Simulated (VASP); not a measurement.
# Driving VASP from ASE on As2Ru (Anduoite), part 3 of 3

Do ASE scripts that read As2Ru (Anduoite) from different structure formats give one answer, and do several routes find one equilibrium volume? All runs use LDA. Left out of this account: 1 further run (self-consistent run: a reference on another mesh). The start is a cell from a database of measured crystal structures.

VASP 6.6.1; LDA; plane waves and PAW (As, Ru_pv).

So far. Step 4 (Full relaxation (LDA, through ASE)): It ends with a largest force of 0.005 eV/Å and a pressure of -0.02 GPa. Step 5 (Equation of state by an ASE loop (LDA)): The fitted volume lies +0.10 % from the relaxed one.

**6. BFGS in ASE (LDA)**

Here ASE drives the relaxation and calls VASP for forces and stress at each step.

The input, run.py:

```python
import numpy as np
from ase.calculators.vasp import Vasp
from ase import Atoms
from ase.optimize import BFGS
from ase.filters import FrechetCellFilter

atoms = Atoms(['As', 'As', 'As', 'As', 'Ru', 'Ru'],
              cell=[[5.4279, 0.0, 0.0], [0.0, 6.1834, 0.0], [0.0, 0.0, 2.9685]],
              scaled_positions=[[0.17, 0.3666, 0.0], [0.83, 0.6334, 0.0], [0.67, 0.1334, 0.5], [0.33, 0.8666, 0.5], [0.0, 0.0, 0.0], [0.5, 0.5, 0.5]],
              pbc=True)

calc = Vasp(
    xc='lda',
    pp='LDA',
    prec='Accurate',
    encut=400,
    ediff=1e-06,
    nelm=100,
    ismear=-1,
    sigma=0.05,
    lreal=False,
    algo='Normal',
    nbands=30,
    lasph=True,
    lorbit=11,
    lwave=False,
    lcharg=False,
    kpar=4,
    isif=2,
    pp_version='64',
    setups={'As': '', 'Ru': '_pv'},
    kpts=(5, 4, 8),
    gamma=True,
    txt='vasp.out',
)
atoms.calc = calc

BFGS(FrechetCellFilter(atoms)).run(fmax=0.02, steps=30)
print("cell (A, degrees):", np.round(atoms.cell.cellpar(), 4))
print("volume (A^3):", round(atoms.get_volume(), 4))
print("energy (eV):", round(atoms.get_potential_energy(), 6))
print("Fermi level (eV):", round(calc.get_fermi_level(), 4))
print("forces (eV/A):")
print(np.round(atoms.get_forces(), 4))
print("stress (GPa, Voigt, tension positive):", np.round(atoms.get_stress() * 160.21766, 3))
```

The projector-augmented-wave data sets are As and Ru_pv (LDA family, release 64).

On the command line:

```sh
$ export ASE_VASP_COMMAND="mpirun -np 4 vasp_std"
$ python run.py
```

Log:

```text
Step     Time          Energy          fmax
BFGS:    0 --:--:--      -45.522650        0.454666
BFGS:    1 --:--:--      -45.530406        0.395101
BFGS:    2 --:--:--      -45.545858        0.091762
BFGS:    3 --:--:--      -45.546333        0.076613
BFGS:    4 --:--:--      -45.546954        0.017566
cell (A, degrees): [ 5.3951  6.1332  2.9527 90.     90.     90.    ]
volume (A^3): 97.7005
energy (eV): -45.546835
Fermi level (eV): 8.2339
forces (eV/A):
[[ 0.0056  0.002  -0.    ]
 [-0.0056 -0.002   0.    ]
 [ 0.0056 -0.002   0.    ]
 [-0.0056  0.002  -0.    ]
 [ 0.     -0.      0.    ]
 [ 0.      0.      0.    ]]
stress (GPa, Voigt, tension positive): [-0.094 -0.047  0.173 -0.    -0.     0.   ]
```

It took 63 s on 4 MPI ranks of AMD EPYC 9R45, shared host; peak memory 0.7 GiB.

The INCAR that ASE wrote:

```
ENCUT = 400.000000
SIGMA = 0.050000
EDIFF = 1.00e-06
ALGO = Normal
PREC = Accurate
ISIF = 2
ISMEAR = -1
KPAR = 4
LORBIT = 11
NBANDS = 30
NELM = 100
LASPH = .TRUE.
LCHARG = .FALSE.
LWAVE = .FALSE.
LREAL = .FALSE.
```

ASE turned this into the KPOINTS:

```
KPOINTS created by Atomic Simulation Environment
0
Gamma
5 4 8
0 0 0
```

VASP's own log, vasp.out (the last of its runs):

```text
[... set-up lines as in an earlier step ...]
 entering main loop
       N       E                     dE             d eps       ncg     rms          rms(c)
DAV:   1     0.315949066242E+03    0.31595E+03   -0.22199E+04  3132   0.123E+03
DAV:   2    -0.292711560846E+02   -0.34522E+03   -0.33028E+03  3054   0.339E+02
DAV:   3    -0.463895003687E+02   -0.17118E+02   -0.16519E+02  3372   0.676E+01
DAV:   4    -0.467132582176E+02   -0.32376E+00   -0.32293E+00  3080   0.890E+00
DAV:   5    -0.467211454220E+02   -0.78872E-02   -0.78846E-02  3666   0.133E+00    0.191E+01
DAV:   6    -0.459847661816E+02    0.73638E+00   -0.51527E+00  3204   0.175E+01    0.601E+00
DAV:   7    -0.457035449943E+02    0.28122E+00   -0.21316E+00  3164   0.114E+01    0.602E+00
DAV:   8    -0.455480363659E+02    0.15551E+00   -0.47643E-01  3022   0.547E+00    0.611E-01
DAV:   9    -0.455477071631E+02    0.32920E-03   -0.32107E-02  3436   0.929E-01    0.290E-01
DAV:  10    -0.455470104931E+02    0.69667E-03   -0.50109E-03  3052   0.550E-01    0.107E-01
DAV:  11    -0.455469575062E+02    0.52987E-04   -0.48863E-04  3076   0.169E-01    0.302E-02
DAV:  12    -0.455469541028E+02    0.34034E-05   -0.42609E-05  3158   0.481E-02    0.761E-03
DAV:  13    -0.455469537809E+02    0.32193E-06   -0.39470E-06  2852   0.137E-02
   1 F= -.45546954E+02 E0= -.45546835E+02  d E =-.238237E-03
```

Parts of OUTCAR (step 6):

```text
   ENCUT  =  400.0 eV  29.40 Ry    5.42 a.u.   8.80 10.00  4.82*2*pi/ulx,y,z

   NELECT =      48.0000    total number of electrons

 E-fermi :   8.2339

 k-point     1 :       0.0000    0.0000    0.0000
  band No.  band energies     occupation
    ...
     20       6.2415      2.00000
     21       6.9109      2.00000
     22       7.4834      2.00000
     23       7.5831      2.00000
     24       7.7114      1.99994
     25      10.1504      0.00000
     26      10.7796      0.00000
     27      11.8215      0.00000
     28      11.9540      0.00000
     29      12.3896      0.00000
    ...

  Total        0.0571419      0.0286878     -0.1053942     -0.0000000      0.0000000      0.0000000
  in kB        0.9370621      0.4704476     -1.7283462     -0.0000000      0.0000000      0.0000000
  external PRESSURE =      -0.1069455 kB  Pullay stress =       0.0000000 kB

 POSITION                                       TOTAL-FORCE (eV/Angst)
 -----------------------------------------------------------------------------------
      0.92158      2.23754     -0.00000         0.005629      0.001981     -0.000000
      4.47348      3.89566     -0.00000        -0.005629     -0.001981      0.000000
      3.61911      0.82906      1.47633         0.005629     -0.001981      0.000000
      1.77595      5.30413      1.47633        -0.005629      0.001981     -0.000000
      0.00000      0.00000      0.00000         0.000000     -0.000000      0.000000
      2.69753      3.06660      1.47633         0.000000      0.000000      0.000000
 -----------------------------------------------------------------------------------
    total drift:                               -0.000000      0.000000      0.000000

  FREE ENERGIE OF THE ION-ELECTRON SYSTEM (eV)
  ---------------------------------------------------
  free  energy   TOTEN  =       -45.5469537809 eV

  energy  without entropy=      -45.5467155438  energy(sigma->0) =      -45.54683466

[... 5 parts as in an earlier step ...]

[... 11 further parts left out ...]
```

Numbers from this step:

```yaml
optimizer_steps: 4
volume_after_bfgs: 16.28 Å³/atom
```

**7. Self-consistent run (LDA, through ASE), changed input**

A single point gives energy, forces and stress at these settings. Some settings are moved from the usual, to see what they do.

run.py, as its differences from that of step 6:

```diff
@@ -3,4 +3,3 @@
 from ase import Atoms
-from ase.optimize import BFGS
-from ase.filters import FrechetCellFilter
+from ase.dft.bandgap import bandgap
 
@@ -15,3 +14,3 @@
     prec='Accurate',
-    encut=400,
+    encut=700,
     ediff=1e-06,
@@ -22,3 +21,3 @@
     algo='Normal',
-    nbands=30,
+    nbands=48,
     lasph=True,
@@ -37,5 +36,2 @@
 
-BFGS(FrechetCellFilter(atoms)).run(fmax=0.02, steps=30)
-print("cell (A, degrees):", np.round(atoms.cell.cellpar(), 4))
-print("volume (A^3):", round(atoms.get_volume(), 4))
 print("energy (eV):", round(atoms.get_potential_energy(), 6))
@@ -45 +41,3 @@
 print("stress (GPa, Voigt, tension positive):", np.round(atoms.get_stress() * 160.21766, 3))
+gap, p1, p2 = bandgap(calc, direct=False)
+print("gap on the mesh (eV):", round(gap, 4))
```

Log:

```text
energy (eV): -45.526666
Fermi level (eV): 7.9774
forces (eV/A):
[[ 0.1294 -0.1872  0.    ]
 [-0.1294  0.1872 -0.    ]
 [ 0.1294  0.1872  0.    ]
 [-0.1294 -0.1872 -0.    ]
 [ 0.      0.      0.    ]
 [ 0.      0.      0.    ]]
stress (GPa, Voigt, tension positive): [ 3.197  4.172  2.594 -0.    -0.     0.   ]
gap on the mesh (eV): 0.4714
```

Run time: 45 s. Hardware: 4 MPI ranks; peak memory 1.4 GiB.

The INCAR that ASE wrote:

```
ENCUT = 700.000000
SIGMA = 0.050000
EDIFF = 1.00e-06
ALGO = Normal
PREC = Accurate
ISIF = 2
ISMEAR = -1
KPAR = 4
LORBIT = 11
NBANDS = 48
NELM = 100
LASPH = .TRUE.
LCHARG = .FALSE.
LWAVE = .FALSE.
LREAL = .FALSE.
```

ASE turned this into the KPOINTS:

```
KPOINTS created by Atomic Simulation Environment
0
Gamma
5 4 8
0 0 0
```

VASP's own log, vasp.out:

```text
[... set-up lines as in an earlier step ...]
 entering main loop
       N       E                     dE             d eps       ncg     rms          rms(c)
DAV:   1     0.457948926523E+03    0.45795E+03   -0.27725E+04  4344   0.120E+03
DAV:   2    -0.259564749622E+02   -0.48391E+03   -0.45370E+03  4736   0.317E+02
DAV:   3    -0.465154149139E+02   -0.20559E+02   -0.20145E+02  5272   0.660E+01
DAV:   4    -0.467028560966E+02   -0.18744E+00   -0.18680E+00  5168   0.599E+00
DAV:   5    -0.467045487597E+02   -0.16927E-02   -0.16848E-02  4952   0.611E-01    0.182E+01
DAV:   6    -0.459961280542E+02    0.70842E+00   -0.21306E+00  5064   0.112E+01    0.589E+00
DAV:   7    -0.456964239153E+02    0.29970E+00   -0.64389E-01  4840   0.735E+00    0.590E+00
DAV:   8    -0.455279734918E+02    0.16845E+00   -0.27213E-01  4920   0.362E+00    0.489E-01
DAV:   9    -0.455271303319E+02    0.84316E-03   -0.12945E-02  5080   0.479E-01    0.191E-01
DAV:  10    -0.455268094261E+02    0.32091E-03   -0.70329E-04  4984   0.154E-01    0.532E-02
DAV:  11    -0.455268064570E+02    0.29691E-05   -0.97900E-05  5120   0.430E-02    0.227E-02
DAV:  12    -0.455268063936E+02    0.63423E-07   -0.41798E-06  4896   0.980E-03
   1 F= -.45526806E+02 E0= -.45526666E+02  d E =-.281629E-03
```

Parts of OUTCAR (step 7):

```text
   k-points           NKPTS =     45   k-points in BZ     NKDIM =     45   number of bands    NBANDS=     48

   ENCUT  =  700.0 eV  51.45 Ry    7.17 a.u.  11.71 13.34  6.40*2*pi/ulx,y,z

   NELECT =      48.0000    total number of electrons

 E-fermi :   7.9774

 k-point     1 :       0.0000    0.0000    0.0000
  band No.  band energies     occupation
    ...
     20       6.0428      2.00000
     21       6.7032      2.00000
     22       7.2176      2.00000
     23       7.3750      1.99999
     24       7.5023      1.99985
     25       9.8610      0.00000
     26      10.4365      0.00000
     27      11.5470      0.00000
     28      11.5757      0.00000
     29      12.0842      0.00000
    ...

  Total       -1.9879484     -2.5942012     -1.6128171     -0.0000000      0.0000000      0.0000000
  in kB      -31.9682934    -41.7174746    -25.9357899     -0.0000000      0.0000000      0.0000000
  external PRESSURE =     -33.2071860 kB  Pullay stress =       0.0000000 kB

 POSITION                                       TOTAL-FORCE (eV/Angst)
 -----------------------------------------------------------------------------------
      0.92274      2.26683      0.00000         0.129370     -0.187191      0.000000
      4.50516      3.91657      0.00000        -0.129370      0.187191     -0.000000
      3.63669      0.82487      1.48425         0.129370      0.187191      0.000000
      1.79121      5.35853      1.48425        -0.129370     -0.187191     -0.000000
      0.00000      0.00000      0.00000         0.000000      0.000000      0.000000
      2.71395      3.09170      1.48425         0.000000      0.000000      0.000000
 -----------------------------------------------------------------------------------
    total drift:                                0.000000     -0.000000     -0.000000

  FREE ENERGIE OF THE ION-ELECTRON SYSTEM (eV)
  ---------------------------------------------------
  free  energy   TOTEN  =       -45.5268063936 eV

  energy  without entropy=      -45.5265247643  energy(sigma->0) =      -45.52666558

[... 5 parts as in an earlier step ...]

[... 10 further parts left out ...]
```

Empty bands beyond the smearing tail don't enter the ground state, so NBANDS mostly costs time. At this level the cell is under a tension of 3.3 GPa, so at these settings it is away from equilibrium.

This step gave:

- electronic steps: 12
- bands: 48
- free energy (TOTEN): -45.53 eV
- energy at zero smearing: -45.53 eV
- Fermi energy: 7.977 eV
- pressure: -3.321 GPa
- gap on the k-mesh: 0.4714 eV
- least direct gap on the k-mesh: 0.7709 eV

Force by atom:

| atom | x (eV/Å) | y (eV/Å) | z (eV/Å) | size |
| --- | --- | --- | --- | --- |
| As1 | 0.129 | -0.187 | 0.000 | 0.228 |
| As2 | -0.129 | 0.187 | 0.000 | 0.228 |
| As3 | 0.129 | 0.187 | 0.000 | 0.228 |
| As4 | -0.129 | -0.187 | 0.000 | 0.228 |
| Ru5 | 0.000 | 0.000 | 0.000 | 0.000 |
| Ru6 | 0.000 | 0.000 | 0.000 | 0.000 |

The pressure is -3.32 GPa and the largest force 0.228 eV/Å, so the cell is not at a minimum at these settings.

**8. The runs together**

| run | atoms | mesh | energy (eV/atom) | pressure (GPa) |
| --- | --- | --- | --- | --- |
| ASE, structure read from a POSCAR | 6 | 5×4×8 | -7.58708 | -3.548 |
| ASE, structure read from a CIF with its space group | 6 | 4×4×8 | -7.58673 | -3.547 |

**9. Summary of results**

| Property | Result |
| --- | --- |
| energy, ASE, structure read from a POSCAR | -7.58708 eV/atom |
| energy, ASE, structure read from a CIF with its space group | -7.58673 eV/atom |
| volume from VASP's own relaxation | 16.29 Å³/atom |
| volume from the fit of the ASE volume loop | 16.30 Å³/atom |
| volume from BFGS in ASE | 16.28 Å³/atom |

With the structure read from a CIF with its space group, ASE's run differs from the first script by +0.4 meV an atom, which comes from its other mesh. The routes to the equilibrium volume agree within 0.11 %. VASP's relaxation keeps the plane waves of its start, while ASE starts VASP afresh at each cell, and a loop at fixed shape can't relax anything but the volume.

[Lines on the potential files, build, host, timing and source positions are cut from VASP's logs without a mark.]

[Logs are printed without paths, hosts, clocks, repeated set-up lines and the standing remarks that a program may print on its own settings, such as how far it seeks lower states.]

[Hosts, paths, dates, database ids (printed as entryN), source tags and the programs' standing remarks are cut or masked in the printed files.]

[A measured line is paired with the nearest computed mode of its activity, which favours agreement.]
